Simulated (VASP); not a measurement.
## A VASP study of SnSe (r2SCAN): structure first, properties next

How well does r2SCAN reproduce what experiment finds for SnSe? The cell is relaxed first, and properties follow on it. The steps: full relaxation (r2SCAN), second relaxation, single point with fields (r2SCAN), bands along the symmetry lines (r2SCAN), density of states (r2SCAN), zone-centre phonons (r2SCAN), volume scan with r2SCAN, fit for r2SCAN and independent-particle dielectric function (r2SCAN). Left out of this account: at least 1 further run (core levels: core levels are not valid at this level). The start is a cell from a database of measured crystal structures.

Method: r2SCAN; plane waves and PAW (Sn_d, Se), in VASP 6.6.1.

Experimental background.

“Direct observation of double valence-band extrema and anisotropic effective masses of the thermoelectric material SnSe” (2017, arxiv:1712.09198) quotes from earlier work for SnSe, orthorhombic Pnma layered (bulk crystal, 295 K): lattice constant a (a (layer stacking direction)) 11.501 Å [literature structure used as calculation input; not this paper's sample]; lattice constant b 4.153 Å [literature structure used as calculation input; not this paper's sample]; lattice constant c 4.445 Å [literature structure used as calculation input; not this paper's sample].

For SnSe, GeS-type orthorhombic (Phase I) (CVT-grown SnSe in DAC, Daphne 7373 medium, 300 K), “Topological Dirac line nodes and superconductivity coexist in SnSe at high pressure” (2016, arxiv:1608.06763) gives, by EOS fit to synchrotron XRD P-V data: bulk modulus (B0, third-order Birch-Murnaghan) 39.8 GPa [equation-of-state fit parameter, correlated with B' and V0; no uncertainty given].

This is a report of a sequence of runs, with most program output left out.

The database entry behind the starting cell differs from later determinations by our own check (an axis about 0.9 % long against later determinations), so it need not match the best structure at ambient conditions.

### Step 1. Set-up

Before any relaxation, the start is as follows. Symmetry: Pnma, No. 62, orthorhombic system. The conventional cell has a = 11.420 Å, b = 4.190 Å, c = 4.460 Å, α = 90.00°, β = 90.00°, γ = 90.00°. Sn has 5 Se at 2.69 to 3.32 Å nearest. Se has 5 Sn at 2.69 to 3.32 Å nearest. Farther neighbours and most contacts between anions are not listed.

Coordinates:

```
Sn Se
1.0
    11.42000    0.00000    0.00000
     0.00000    4.19000    0.00000
     0.00000    0.00000    4.46000
Sn Se
4 4
Direct
  0.12300 0.25000 0.09100
  0.37700 0.75000 0.59100
  0.62300 0.25000 0.40900
  0.87700 0.75000 0.90900
  0.35700 0.25000 0.01600
  0.14300 0.75000 0.51600
  0.85700 0.25000 0.48400
  0.64300 0.75000 0.98400
```

### Step 2. Full relaxation (r2SCAN)

Properties are meant for the cell that this level of theory prefers, so cell and atoms are relaxed first (ISIF = 3) until forces and stress are small; EDIFFG sets the threshold. r2SCAN adds the kinetic-energy density, costs more than a GGA and is run with LASPH.

INCAR

```
SYSTEM = SnSe
PREC = Accurate
ENCUT = 400
EDIFF = 1E-06
NELM = 100
ISMEAR = 0
SIGMA = 0.05
LREAL = .FALSE.
ALGO = Normal
METAGGA = R2SCAN
LASPH = .TRUE.
NBANDS = 49
LORBIT = 11
LWAVE = .FALSE.
LCHARG = .FALSE.
KPAR = 4
IBRION = 2
NSW = 60
ISIF = 3
EDIFFG = -0.01
```

POSCAR

```
SnSe
1.0
   11.4200000000      0.0000000000      0.0000000000
    0.0000000000      4.1900000000      0.0000000000
    0.0000000000      0.0000000000      4.4600000000
Sn Se
4 4
Direct
    0.1230000000      0.2500000000      0.0910000000
    0.3770000000      0.7500000000      0.5910000000
    0.6230000000      0.2500000000      0.4090000000
    0.8770000000      0.7500000000      0.9090000000
    0.3570000000      0.2500000000      0.0160000000
    0.1430000000      0.7500000000      0.5160000000
    0.8570000000      0.2500000000      0.4840000000
    0.6430000000      0.7500000000      0.9840000000
```

KPOINTS

```
Automatic mesh
0
Gamma
2 5 5
0 0 0
```

PAW data sets: Sn_d and Se (PBE family, release 64).

Launch:

```console
> mpirun -np 4 vasp_std
```

Run time: 50 min. Hardware: 4 MPI ranks of Intel Xeon Platinum 8488C (Sapphire Rapids), shared host; peak memory 1.3 GiB; 3.4 h of CPU time.

The gap is read on the k-mesh alone, so it is an upper bound where the band edges lie off the mesh, and a coarse mesh can show a gap where there is none. The bonds form layers, held to each other by dispersion, which r2SCAN holds only at short range, so the spacing between them may come out too wide. The PAW data sets were made with PBE, which is usual practice but a small mismatch for other functionals. The run keeps the 8 symmetry operations of its start, so it cannot find a distortion of lower symmetry.

The steps of the relaxation (22 of 31):

```tsv
step	energy less that of the first step (eV)	largest force (eV/Å)	pressure (GPa)	volume (Å³)
1	0.0000	0.2046	1.33	213.41
2	-0.0463	0.2749	-0.50	220.29
4	-0.0651	0.1930	0.05	219.19
5	-0.0758	0.1407	0.46	219.24
7	-0.1001	0.0588	-0.10	224.93
8	-0.1003	0.0646	-0.13	225.49
10	-0.1065	0.0716	0.09	226.05
11	-0.1066	0.0767	0.14	226.13
12	-0.1087	0.0319	-0.17	227.57
14	-0.1107	0.0442	-0.07	227.00
15	-0.1111	0.0526	0.03	226.56
17	-0.1130	0.0225	-0.04	226.32
18	-0.1141	0.0299	0.06	225.77
20	-0.1146	0.0176	-0.10	226.07
21	-0.1146	0.0191	-0.06	225.97
22	-0.1150	0.0247	-0.02	225.64
24	-0.1153	0.0280	0.02	225.16
25	-0.1157	0.0104	0.05	224.68
27	-0.1159	0.0250	-0.05	225.08
28	-0.1161	0.0226	-0.04	225.08
30	-0.1164	0.0123	0.02	225.07
31	-0.1165	0.0078	0.02	225.17
```

```tsv
conventional cell, symmetrised	before	after	change
a (Å)	11.420	11.700	+2.4 %
b (Å)	4.190	4.136	-1.3 %
c (Å)	4.460	4.653	+4.3 %
volume (Å³/atom)	26.68	28.15	+5.5 %
```

The atoms that moved most (Å, as changes of fractional coordinates times the final cell):

```tsv
atom	dx	dy	dz	length
Sn4	0.031	0.000	-0.120	0.124
Sn2	0.031	0.000	0.120	0.124
Sn1	-0.031	0.000	0.120	0.124
Sn3	-0.031	0.000	-0.120	0.124
Se6	0.060	0.000	-0.037	0.070
Se5	-0.060	0.000	-0.037	0.070
Se7	-0.060	0.000	0.037	0.070
Se8	0.060	0.000	0.037	0.070
```

The relaxed structure:

```
Sn Se
1.0
    11.69957    0.00000    0.00000
     0.00000    4.13648    0.00000
     0.00000    0.00000    4.65269
Sn Se
4 4
Direct
  0.12033 0.25000 0.11685
  0.37967 0.75000 0.61685
  0.62033 0.25000 0.38315
  0.87967 0.75000 0.88315
  0.35190 0.25000 0.00815
  0.14810 0.75000 0.50815
  0.85190 0.25000 0.49185
  0.64810 0.75000 0.99185
```

A gap read on the k-mesh alone can miss the band edges.

Numbers from this step:

- electrons: 80
- bands: 49
- irreducible k-points: 18
- symmetry operations: 8
- free energy (TOTEN): -159.8157 eV
- Fermi energy: 4.841 eV
- pressure: 0.02069 GPa
- metallic, judged on the points sampled: no
- valence top at k: 0.5, 0, 0.4
- conduction bottom at k: 0, 0.4, 0
- least direct gap at k: 0, 0, 0
- SCF cycles over all ionic steps: 213
- gap on the k-mesh: 1.228 eV
- least direct gap on the k-mesh: 1.405 eV

It ends with a largest force of 0.008 eV/Å and a pressure of 0.02 GPa. The volume lies +5.5 % from that of the database's start.

### Step 3. Second relaxation

The basis stayed that of the start cell while the cell moved. A rerun from the cell reached resets it; the error of the finite cutoff stays. The mesh changes with the cell too.

INCAR is that of step 2.

POSCAR

```
SnSe
1.0
   11.6995704052      0.0000000000      0.0000000000
    0.0000000000      4.1364838857      0.0000000000
    0.0000000000      0.0000000000      4.6526900843
Sn Se
4 4
Direct
    0.1203268500      0.2500000000      0.1168542520
    0.3796731500      0.7500000000      0.6168542520
    0.6203268500      0.2500000000      0.3831457480
    0.8796731500      0.7500000000      0.8831457480
    0.3518960943      0.2500000000      0.0081476676
    0.1481039057      0.7500000000      0.5081476676
    0.8518960943      0.2500000000      0.4918523324
    0.6481039057      0.7500000000      0.9918523324
```

KPOINTS

```
Automatic mesh
0
Gamma
2 6 5
0 0 0
```

Launch:

```console
> mpirun -np 4 vasp_std
```

Wall time 8.2 min (4 MPI ranks); peak memory 1.4 GiB.

Step by step:

```tsv
step	energy less that of the first step (eV)	largest force (eV/Å)	pressure (GPa)	volume (Å³)
1	0.0000	0.0057	0.09	225.17
2	-0.0002	0.0190	-0.01	225.67
3	-0.0002	0.0204	-0.02	225.70
4	-0.0003	0.0167	-0.02	225.82
5	-0.0006	0.0089	0.00	226.21
```

```tsv
conventional cell, symmetrised	before	after	change
a (Å)	11.700	11.719	+0.2 %
b (Å)	4.136	4.132	-0.1 %
c (Å)	4.653	4.671	+0.4 %
volume (Å³/atom)	28.15	28.28	+0.5 %
```

Final coordinates:

```
Sn Se
1.0
    11.71908    0.00000    0.00000
     0.00000    4.13243    0.00000
     0.00000    0.00000    4.67103
Sn Se
4 4
Cartesian
  1.4132 1.0331 0.5494
  4.4463 3.0993 2.8850
  7.2728 1.0331 1.7861
  10.3059 3.0993 4.1216
  4.1220 1.0331 0.0366
  1.7375 3.0993 2.3722
  9.9815 1.0331 2.2989
  7.5971 3.0993 4.6344
```

This step gave:

| Property | Result |
| --- | --- |
| irreducible k-points | 24 |
| free energy (TOTEN) | -159.8183 eV |
| Fermi energy | 4.747 eV |
| pressure | -0.004056 GPa |
| conduction bottom at k | 0, 0.3333, 0 |
| least direct gap at k | 0, 0.3333, 0 |
| SCF cycles over all ionic steps | 36 |
| gap on the k-mesh | 1.099 eV |
| least direct gap on the k-mesh | 1.350 eV |

It ends with a largest force of 0.009 eV/Å and a pressure of 0.00 GPa.

### Step 4. Single point with fields (r2SCAN)

The relaxed cell gets a fresh self-consistent run, on a basis set for its own volume, to fix the density and to check the remaining stress.

INCAR, as its differences from that of step 3:

```diff
@@ -14,7 +14,5 @@
 LWAVE = .FALSE.
-LCHARG = .FALSE.
-KPAR = 4
-IBRION = 2
-NSW = 60
-ISIF = 3
-EDIFFG = -0.01
+LCHARG = .TRUE.
+ISIF = 2
+LELF = .TRUE.
+LVHAR = .TRUE.
```

POSCAR

```
SnSe
1.0
   11.7190832889      0.0000000000      0.0000000000
    0.0000000000      4.1324277340      0.0000000000
    0.0000000000      0.0000000000      4.6710327798
Sn Se
4 4
Direct
    0.1205912525      0.2500000000      0.1176291927
    0.3794087475      0.7500000000      0.6176291927
    0.6205912525      0.2500000000      0.3823708073
    0.8794087475      0.7500000000      0.8823708073
    0.3517336132      0.2500000000      0.0078442043
    0.1482663868      0.7500000000      0.5078442043
    0.8517336132      0.2500000000      0.4921557957
    0.6482663868      0.7500000000      0.9921557957
```

KPOINTS is that of step 3.

Launch:

```console
> mpirun -np 4 vasp_std
```

Run time: 2.5 min. Hardware: 4 MPI ranks; peak memory 0.83 GiB.

This step gave:

- SCF cycles: 14
- bands: 52
- free energy (TOTEN): -159.8189 eV
- Fermi energy: 4.796 eV
- pressure: -0.01264 GPa

Valence electrons inside each PAW sphere by angular momentum. Sphere charges, by row:

```tsv
atom	s (e)	p (e)	d (e)	tot (e)
Sn1	1.316	0.781	9.987	12.08
Sn2	1.316	0.781	9.987	12.08
Sn3	1.316	0.781	9.987	12.08
Sn4	1.316	0.781	9.987	12.08
Se5	1.466	2.382	0.023	3.871
Se6	1.466	2.382	0.023	3.871
Se7	1.466	2.382	0.023	3.871
Se8	1.466	2.382	0.023	3.871
```

ELF in the ac plane at fractional y = 0.250, with atoms of Sn and Se within 0.2 Å of it. It is the smooth field of the valence electrons, not physical close to the nuclei.

Ten even steps from '0' (0.02) to '9' (0.90), each cell a mean:
```
566554347986799720000000000000001
366553236888888510000000001221000
024432113688875200000000024665310
000000001356542001344211257888641
000000000012210014665432478888873
000000000000000036655443689768985
100010000000000156632233699658996
011121100001100145523123589889994
123332211245541035521123479999972
244223323689985213432232247898731
453111335899998411233321113554211
553231347998899720111110000010002
665212448985699830000000000000002
```
Columns run along a (11.7 Å), rows up along c (4.7 Å). Atoms in or near the plane, at fractional coordinates: Sn at (0.12, 0.12), Sn at (0.62, 0.38), Se at (0.35, 0.01), Se at (0.85, 0.49).

Valence density in the ac plane at fractional y = 0.250, with atoms of Sn and Se within 0.2 Å of it. It is the smooth field of the valence electrons, not physical close to the nuclei.

Ten steps, logarithmic in the rise over the least value, from '0' (0 e/Å³) to '9' (11 e/Å³), each cell a mean:
```
223554323443344211111111111111111
122332222344443211111111111121111
111221112233332111111111112222211
111111111222222111122211123343321
111111111111111112223322234444321
111111111111111112345533334434432
111111111111111123478863344304432
112222211111111123589974344444432
123443221122221123589973333444322
235776422233332222367753222333221
247998533344443212234332112222111
247998533444443211122221111111111
236887433441244211111111111111111
```
Columns run along a (11.7 Å), rows up along c (4.7 Å). Atoms in or near the plane, at fractional coordinates: Sn at (0.12, 0.12), Sn at (0.62, 0.38), Se at (0.35, 0.01), Se at (0.85, 0.49).

Electrostatic potential energy in the ac plane at fractional y = 0.250, with atoms of Sn and Se within 0.2 Å of it. With pseudopotentials it is smooth inside the atoms' cores, unlike the true potential.

Ten even steps from '0' (-80 eV) to '9' (4 eV), each cell a mean:
```
998556899744448999999999999999999
999989999965579999999999999999999
999999999998899999999999999999999
999999999999999999999999999889999
999999999999999999998899998546899
999999999999999999865579985454699
999999999999999999620048984474599
999999999999999998400017986444799
998767999999999998500027998667999
985213799999999999742258999999999
972000589976689999987789999999999
972000489844458999999999999999999
984102699646648999999999999999999
```
Columns run along a (11.7 Å; values clipped at the 3rd and 97th percentile), rows up along c (4.7 Å). Atoms in or near the plane, at fractional coordinates: Sn at (0.12, 0.12), Sn at (0.62, 0.38), Se at (0.35, 0.01), Se at (0.85, 0.49).

In this run the pressure is -0.01 GPa, small enough to go on; single stress components reach 0.02 GPa.

### Step 5. Bands along the symmetry lines (r2SCAN)

Levels along the symmetry lines show where the bands peak and cross; KPOINTS_OPT computes them in the converged potential.

INCAR

```
SYSTEM = SnSe
PREC = Accurate
ENCUT = 400
EDIFF = 1E-06
NELM = 100
ISMEAR = 0
SIGMA = 0.05
LREAL = .FALSE.
ALGO = Normal
METAGGA = R2SCAN
LASPH = .TRUE.
NBANDS = 61
LORBIT = 11
LWAVE = .FALSE.
LCHARG = .FALSE.
KPAR = 4
```

POSCAR is that of step 4.

KPOINTS is that of step 4.

KPOINTS_OPT

```
Line mode
12
Line-mode
Reciprocal
  0.00000000   0.00000000   0.00000000 GAMMA
  0.00000000   0.50000000   0.00000000 X

  0.00000000   0.50000000   0.00000000 X
  0.00000000   0.50000000   0.50000000 S

  0.00000000   0.50000000   0.50000000 S
  0.00000000   0.00000000   0.50000000 Y

  0.00000000   0.00000000   0.50000000 Y
  0.00000000   0.00000000   0.00000000 GAMMA

  0.00000000   0.00000000   0.00000000 GAMMA
  0.50000000   0.00000000   0.00000000 Z

  0.50000000   0.00000000   0.00000000 Z
  0.50000000   0.50000000   0.00000000 U

  0.50000000   0.50000000   0.00000000 U
  0.50000000   0.50000000   0.50000000 R

  0.50000000   0.50000000   0.50000000 R
  0.50000000   0.00000000   0.50000000 T

  0.50000000   0.00000000   0.50000000 T
  0.50000000   0.00000000   0.00000000 Z

  0.00000000   0.00000000   0.50000000 Y
  0.50000000   0.00000000   0.50000000 T

  0.50000000   0.50000000   0.00000000 U
  0.00000000   0.50000000   0.00000000 X

  0.00000000   0.50000000   0.50000000 S
  0.50000000   0.50000000   0.50000000 R
```

Launch:

```console
> mpirun -np 4 vasp_std
```

The job ended after 15 min (4 MPI ranks; peak memory 1.9 GiB; 60 min of CPU time).

Spin-orbit coupling is off here; it can split and shift levels that hold much weight on Sn by tenths of an eV or more.

Numbers from this step:

| Property | Result |
| --- | --- |
| bands | 61 |
| Fermi energy | 4.777 eV |
| pressure | -0.008998 GPa |
| least gap on mesh and path | 1.016 eV |
| least direct gap on mesh and path | 1.331 eV |
| valence top at k | 0, 0, 0.3182 |
| least direct gap at k | 0, 0.3182, 0 |

The electronic bands at the labelled points (eV, zero at the valence-band top; v1 is the highest filled band, c1 the lowest empty one):

```tsv
point	v4	v3	v2	v1	c1	c2	c3	c4
Γ	-1.54	-0.95	-0.72	-0.22	1.19	3.02	3.05	3.16
0.45 of the way	-1.62	-0.72	-0.52	-0.38	1.53	1.61	2.71	3.00
X	-1.06	-1.06	-0.96	-0.96	1.54	1.54	1.58	1.58
0.45 of the way	-1.82	-1.82	-0.80	-0.80	1.52	1.52	2.90	2.90
S	-2.04	-2.04	-1.28	-1.28	3.01	3.01	3.22	3.22
0.45 of the way	-1.52	-1.52	-0.80	-0.80	1.98	1.98	3.62	3.62
Y	-0.79	-0.79	-0.08	-0.08	1.67	1.67	2.14	2.14
0.55 of the way	-1.23	-1.15	-0.34	-0.26	1.50	1.84	2.66	2.92
Γ	-1.54	-0.95	-0.72	-0.22	1.19	3.02	3.05	3.16
0.45 of the way	-1.59	-1.37	-0.63	-0.27	1.71	2.89	3.02	3.12
Z	-1.75	-1.75	-0.43	-0.43	2.71	2.71	2.88	2.88
0.45 of the way	-1.56	-1.56	-0.39	-0.39	2.07	2.07	2.92	2.92
U	-1.15	-1.15	-1.15	-1.15	1.79	1.79	1.79	1.79
0.45 of the way	-1.37	-1.37	-1.37	-1.37	2.47	2.47	2.47	2.47
R	-1.40	-1.40	-1.40	-1.40	2.86	2.86	2.86	2.86
0.45 of the way	-1.50	-1.50	-1.13	-1.13	2.76	2.76	3.51	3.51
T	-0.55	-0.55	-0.10	-0.10	1.68	1.68	2.14	2.14
0.45 of the way	-1.06	-1.06	-0.51	-0.51	2.10	2.10	2.84	2.84
Z	-1.75	-1.75	-0.43	-0.43	2.71	2.71	2.88	2.88
jump to Y	-0.79	-0.79	-0.08	-0.08	1.67	1.67	2.14	2.14
0.45 of the way	-0.66	-0.66	-0.08	-0.08	1.66	1.66	2.17	2.17
T	-0.55	-0.55	-0.10	-0.10	1.68	1.68	2.14	2.14
jump to U	-1.15	-1.15	-1.15	-1.15	1.79	1.79	1.79	1.79
0.45 of the way	-1.11	-1.11	-1.10	-1.10	1.65	1.65	1.74	1.74
X	-1.06	-1.06	-0.96	-0.96	1.54	1.54	1.58	1.58
jump to S	-2.04	-2.04	-1.28	-1.28	3.01	3.01	3.22	3.22
```

Of the projections kept (Sn, Se), the largest for each band there, as a share of the weight inside these atoms' spheres; weight between the spheres isn't counted:

```tsv
point	v4	v3	v2	v1	c1	c2	c3	c4
Γ	Se 0.83	Se 0.61	Se 0.73	Se 0.68	Sn 0.85	Sn 0.71	Sn 0.65	Sn 0.64
X	Sn 0.54	Sn 0.54	Sn 0.51	Sn 0.51	Sn 0.67	Sn 0.67	Sn 0.63	Sn 0.63
S	Se 0.54	Se 0.54	Se 0.67	Se 0.67	Sn 0.67	Sn 0.67	Sn 0.52	Sn 0.52
Y	Se 0.55	Se 0.55	Sn 0.50	Sn 0.50	Sn 0.72	Sn 0.72	Sn 0.59	Sn 0.59
Γ	Se 0.83	Se 0.61	Se 0.73	Se 0.68	Sn 0.85	Sn 0.71	Sn 0.65	Sn 0.64
Z	Se 0.81	Se 0.81	Se 0.72	Se 0.72	Sn 0.69	Sn 0.69	Sn 0.65	Sn 0.65
```

The path lowers the gap by 0.08 eV against the mesh alone, so a band edge lies off the mesh.

### Step 6. Density of states (r2SCAN)

A density of states needs more k-points than a total energy, and tetrahedra (ISMEAR = -5) or a smearing that fits the mesh; LORBIT projects the states on the PAW spheres. The mesh is finer than in the run before.

INCAR, as its differences from that of step 5:

```diff
@@ -5,3 +5,3 @@
 NELM = 100
-ISMEAR = 0
+ISMEAR = -5
 SIGMA = 0.05
@@ -16 +16,2 @@
 KPAR = 4
+NEDOS = 2001
```

POSCAR is that of step 5.

KPOINTS

```
Automatic mesh
0
Gamma
3 8 7
0 0 0
```

Launch:

```console
> mpirun -np 4 vasp_std
```

Run time: 5.6 min. Hardware: 4 MPI ranks; peak memory 1.8 GiB; 22 min of CPU time.

Numbers from this step:

| Item | Value |
| --- | --- |
| SCF cycles | 15 |
| irreducible k-points | 40 |
| free energy (TOTEN) | -159.8361 eV |
| Fermi energy | 4.575 eV |
| pressure | -0.04023 GPa |
| valence top at k | 0, 0, 0.4286 |
| conduction bottom at k | 0, 0.375, 0 |
| least direct gap at k | 0, 0, 0 |
| gap on the k-mesh | 1.085 eV |
| least direct gap on the k-mesh | 1.407 eV |

The density of states has structure finer than the step of the table below, so its rows give means over 0.5 eV, whole bins alone (the curve runs from -12.0 to 2.79 eV). Peaks (eV: height): total -3.04: 7.29, -2.45: 7.91, -1.86: 9.85, -0.53: 6.58; Se p -3.04: 2.61, -2.45: 3.07, -1.86: 4.22, -0.53: 2.33; Sn p -3.04: 0.970, -1.86: 0.965, 2.13: 1.74; Sn s -7.47: 3.00, -7.03: 2.64, -6.66: 2.90, -0.53: 1.04; Sn d -3.04: 0.0907, -2.45: 0.111, -1.86: 0.169.

States under -12.0 eV and over 2.8 eV are left out. Table of density of states by energy, zero at the valence-band top; means over each step; values in states/eV/cell:

```tsv
energy (eV)	total	Se p	Sn p	Sn s	Sn d	Se s	Se d
-8.5	0	0	0	0	0	0	0
-8.0	0.218	0.0202	0.00126	0.0992	4.1e-4	0.00611	4.3e-4
-7.5	4.10	0.412	0.0298	1.95	0.00812	0.104	0.0128
-7.0	4.97	0.549	0.0675	2.37	0.00985	0.157	0.0198
-6.5	4.24	0.518	0.0737	1.92	0.0120	0.231	0.0140
-6.0	1.52	0.168	0.0244	0.661	0.00489	0.154	0.00213
-5.5	0.862	0.0845	0.0163	0.380	0.00207	0.110	6.9e-4
-5.0	0.148	0.0157	0.00232	0.0646	1.3e-4	0.0209	0
-4.5	1.63	0.460	0.242	0.0409	0.00921	0.0114	0.00227
-4.0	4.37	1.31	0.624	0.106	0.0338	0.0257	0.00858
-3.5	5.62	1.85	0.773	0.111	0.0583	0.0338	0.0134
-3.0	6.22	2.23	0.824	0.131	0.0772	0.0375	0.0177
-2.5	6.68	2.58	0.799	0.139	0.0945	0.0391	0.0211
-2.0	6.92	2.91	0.705	0.181	0.115	0.0317	0.0202
-1.5	5.19	1.94	0.600	0.372	0.0718	0.0216	0.0153
-1.0	5.88	2.01	0.706	0.685	0.0601	0.0360	0.0163
-0.5	5.12	1.83	0.478	0.796	0.0513	0.0248	0.0147
0.0	0.537	0.200	0.0353	0.102	0.00632	0.00325	0.00140
0.5	0	0	0	0	0	0	0
1.0	0.0180	0.00165	0.00469	0.00109	2.4e-4	0.00102	2.3e-4
1.5	1.76	0.163	0.494	0.0989	0.0246	0.0799	0.0345
2.0	4.77	0.509	1.38	0.245	0.0657	0.201	0.0966
2.5	5.15	0.599	1.57	0.166	0.0853	0.170	0.116
```

The gap on this mesh is 1.08 eV, over the 1.02 eV of the band run, since this mesh misses a band edge. In the top eV of the valence band the largest shares in the PAW spheres are Se p 35 %, Sn s 15 % and Sn p 10 %; in the lowest eV of the conduction band, Sn p 28 %, Se p 10 % and Sn s 6 %. The rest lies in smaller channels or between the spheres.

(Continued in part 2 of 2.)

[Lines on the potential files, build, host, timing and source positions are cut from VASP's logs without a mark.]

[Logs are printed without paths, hosts, clocks, repeated set-up lines and the standing remarks that a program may print on its own settings, such as how far it seeks lower states.]

[Hosts, paths, dates, database ids (printed as entryN), source tags and the programs' standing remarks are cut or masked in the printed files.]

[A measured line is paired with the nearest computed mode of its activity, which favours agreement.]

[In band tables of VASP the shares of atoms and orbitals are scaled to a sum of 1 inside the atoms' spheres.]
